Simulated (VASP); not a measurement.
Calculation: RPBE GGA, VASP's PBE PAW potentials (set 64) (plane waves; VASP 6.6.1).

Input for VASP

### INCAR
```
SYSTEM = MgI2
PREC = Accurate
ENCUT = 520
EDIFF = 1E-7
NELM = 100
ALGO = Normal
LREAL = .FALSE.
LASPH = .TRUE.
ISMEAR = 0
SIGMA = 0.05
GGA = RP
LMAXMIX = 4
LWAVE = .FALSE.
LCHARG = .FALSE.
ISIF = 4
IBRION = 2
NSW = 30
EDIFFG = -0.01
```

KPOINTS:
```
Automatic mesh
0
Gamma
6 6 3
0 0 0
```

### POSCAR
```
MgI2
1
    2.1198011916    -3.6716029066     0.0000000000
    2.1198011916     3.6716029066     0.0000000000
    0.0000000000     0.0000000000     8.1179568238
Mg I
1 2
Direct
  0.0000000000   0.0000000000   0.0000000000
  0.3333330000   0.6666670000   0.2044035861
  0.6666670000   0.3333330000   0.7955964139
```

POTCAR, in this order: Mg I (PBE.64 set). Program: vasp_std.

Output

File OSZICAR:
```
       N       E                     dE             d eps       ncg     rms          rms(c)
DAV:   1     0.851722478033E+02    0.85172E+02   -0.56622E+03   408   0.101E+03
DAV:   2    -0.143346645832E+00   -0.85316E+02   -0.79850E+02   612   0.154E+02
DAV:   3    -0.712286108353E+01   -0.69795E+01   -0.69584E+01   532   0.519E+01
DAV:   4    -0.727931370369E+01   -0.15645E+00   -0.15639E+00   536   0.954E+00
DAV:   5    -0.728257415645E+01   -0.32605E-02   -0.32603E-02   536   0.147E+00    0.389E+00
DAV:   6    -0.713792275295E+01    0.14465E+00   -0.18054E-01   460   0.236E+00    0.279E+00
DAV:   7    -0.711506536346E+01    0.22857E-01   -0.18951E-01   468   0.251E+00    0.828E-01
DAV:   8    -0.711341769984E+01    0.16477E-02   -0.12754E-02   484   0.695E-01    0.256E-01
DAV:   9    -0.711373530428E+01   -0.31760E-03   -0.14952E-03   512   0.281E-01    0.993E-02
DAV:  10    -0.711371813047E+01    0.17174E-04   -0.40472E-05   504   0.558E-02    0.458E-02
DAV:  11    -0.711373940757E+01   -0.21277E-04   -0.53746E-05   492   0.592E-02    0.292E-02
DAV:  12    -0.711374082700E+01   -0.14194E-05   -0.20387E-06   536   0.107E-02    0.114E-02
DAV:  13    -0.711374097712E+01   -0.15012E-06   -0.54696E-08   368   0.204E-03    0.898E-03
DAV:  14    -0.711374177286E+01   -0.79574E-06   -0.10600E-06   468   0.826E-03    0.271E-03
DAV:  15    -0.711374176368E+01    0.91849E-08   -0.18836E-08   364   0.105E-03
   1 F= -.71137418E+01 E0= -.71137418E+01  d E =-.711374E+01
       N       E                     dE             d eps       ncg     rms          rms(c)
DAV:   1    -0.711490786076E+01   -0.11661E-02   -0.53832E-02   432   0.136E+00    0.976E-02
DAV:   2    -0.711509998641E+01   -0.19213E-03   -0.22091E-03   520   0.324E-01    0.372E-02
DAV:   3    -0.711509557298E+01    0.44134E-05   -0.27908E-05   480   0.481E-02    0.279E-02
DAV:   4    -0.711509175088E+01    0.38221E-05   -0.66036E-06   492   0.180E-02    0.106E-02
DAV:   5    -0.711509109950E+01    0.65137E-06   -0.17777E-06   484   0.845E-03    0.203E-03
DAV:   6    -0.711509097001E+01    0.12949E-06   -0.96953E-08   344   0.235E-03    0.175E-03
DAV:   7    -0.711509092640E+01    0.43606E-07   -0.41110E-08   328   0.157E-03
   2 F= -.71150909E+01 E0= -.71150909E+01  d E =-.134916E-02
       N       E                     dE             d eps       ncg     rms          rms(c)
DAV:   1    -0.711520325703E+01   -0.11229E-03   -0.48420E-01   428   0.408E+00    0.287E-01
DAV:   2    -0.711693766708E+01   -0.17344E-02   -0.19862E-02   500   0.971E-01    0.112E-01
DAV:   3    -0.711689939680E+01    0.38270E-04   -0.25054E-04   476   0.144E-01    0.836E-02
DAV:   4    -0.711687102165E+01    0.28375E-04   -0.60739E-05   484   0.546E-02    0.320E-02
DAV:   5    -0.711686920713E+01    0.18145E-05   -0.15851E-05   464   0.251E-02    0.595E-03
DAV:   6    -0.711686879850E+01    0.40863E-06   -0.78897E-07   500   0.655E-03    0.601E-03
DAV:   7    -0.711686869307E+01    0.10542E-06   -0.23552E-07   440   0.394E-03    0.155E-03
DAV:   8    -0.711686864453E+01    0.48537E-07   -0.90062E-08   352   0.237E-03
   3 F= -.71168686E+01 E0= -.71168686E+01  d E =-.312688E-02
       N       E                     dE             d eps       ncg     rms          rms(c)
DAV:   1    -0.711830881401E+01   -0.14401E-02   -0.71316E-02   408   0.145E+00    0.159E-01
DAV:   2    -0.711790052007E+01    0.40829E-03   -0.19510E-03   432   0.329E-01    0.687E-02
DAV:   3    -0.711761807449E+01    0.28245E-03   -0.24607E-04   484   0.106E-01    0.376E-02
DAV:   4    -0.711752103609E+01    0.97038E-04   -0.23916E-04   492   0.932E-02    0.118E-02
DAV:   5    -0.711751417581E+01    0.68603E-05   -0.25394E-05   488   0.355E-02    0.102E-02
DAV:   6    -0.711751350159E+01    0.67423E-06   -0.13887E-06   500   0.848E-03    0.617E-03
DAV:   7    -0.711751321693E+01    0.28465E-06   -0.20395E-06   484   0.133E-02    0.102E-03
DAV:   8    -0.711751320942E+01    0.75117E-08   -0.46317E-08   352   0.172E-03
   4 F= -.71175132E+01 E0= -.71175132E+01  d E =-.644565E-03
       N       E                     dE             d eps       ncg     rms          rms(c)
DAV:   1    -0.712422204101E+01   -0.67088E-02   -0.55521E-01   408   0.405E+00    0.441E-01
DAV:   2    -0.712105847691E+01    0.31636E-02   -0.15314E-02   436   0.921E-01    0.192E-01
DAV:   3    -0.711886629666E+01    0.21922E-02   -0.19664E-03   484   0.298E-01    0.105E-01
DAV:   4    -0.711813959406E+01    0.72670E-03   -0.18206E-03   496   0.257E-01    0.320E-02
DAV:   5    -0.711809169263E+01    0.47901E-04   -0.19240E-04   484   0.966E-02    0.282E-02
DAV:   6    -0.711808693656E+01    0.47561E-05   -0.10337E-05   504   0.232E-02    0.170E-02
DAV:   7    -0.711808473215E+01    0.22044E-05   -0.14997E-05   464   0.366E-02    0.292E-03
DAV:   8    -0.711808464875E+01    0.83401E-07   -0.41738E-07   496   0.490E-03
   5 F= -.71180846E+01 E0= -.71180846E+01  d E =-.121600E-02
```

**OUTCAR**
```
------------------------ aborting loop because EDIFF is reached ----------------------------------------
  FORCE on cell =-STRESS in cart. coord.  units (eV):
  Direction    XX          YY          ZZ          XY          YZ          ZX
  --------------------------------------------------------------------------------------
  Total        0.1534648      0.1534648      0.1940071      0.0000000     -0.0000000      0.0000000
  in kB        1.9457719      1.9457713      2.4598053      0.0000000     -0.0000000      0.0000000
  external PRESSURE =       2.1171162 kB  Pullay stress =       0.0000000 kB
  volume of cell :      126.37
      direct lattice vectors                 reciprocal lattice vectors
     2.132978224 -3.694426113  0.000000000     0.234414020 -0.135339017  0.000000000
     2.132978224  3.694426113 -0.000000000     0.234414020  0.135339017  0.000000000
    -0.000000000 -0.000000000  8.017965203     0.000000000  0.000000000  0.124719923
 POSITION                                       TOTAL-FORCE (eV/Angst)
 -----------------------------------------------------------------------------------
      2.13298      3.69443     -0.00000         0.000000      0.000000      0.000000
      2.13298      1.23148      1.67496        -0.000000     -0.000000      0.005323
      2.13298     -1.23148      6.34300         0.000000      0.000000     -0.005323
 -----------------------------------------------------------------------------------
    total drift:                                0.000000      0.000000      0.000000
  FREE ENERGIE OF THE ION-ELECTRON SYSTEM (eV)
  ---------------------------------------------------
  free  energy   TOTEN  =        -7.1180846487 eV

  energy  without entropy=       -7.1180846487  energy(sigma->0) =       -7.11808465

 reached required accuracy - stopping structural energy minimisation
```
(Selected blocks of OUTCAR.)

### CONTCAR
```
MgI2
   1.00000000000000
     2.1329782240119499   -3.6944261130615299    0.0000000000000000
     2.1329782240119499    3.6944261130615299   -0.0000000000000000
    -0.0000000000000000   -0.0000000000000000    8.0179652029920554
  Mg              I
     1     2
Direct
     0.0000000000000000    1.0000000000000000    0.0000000000000000
     0.3333330000000032    0.6666669999999968    0.2089014170228477
     0.6666669999999968    0.3333330000000032    0.7910985829771523
```

Without a dispersion term in the relaxation, distances and binding between the weakly bound layers, chains or molecules are unreliable, and so is what depends on them.

The compound is MgI2 in the 1T layered structure. This cell is one point of a volume scan, at 0.97 of the reference volume. Symmetry was kept, so distortions that lower it aren't found.
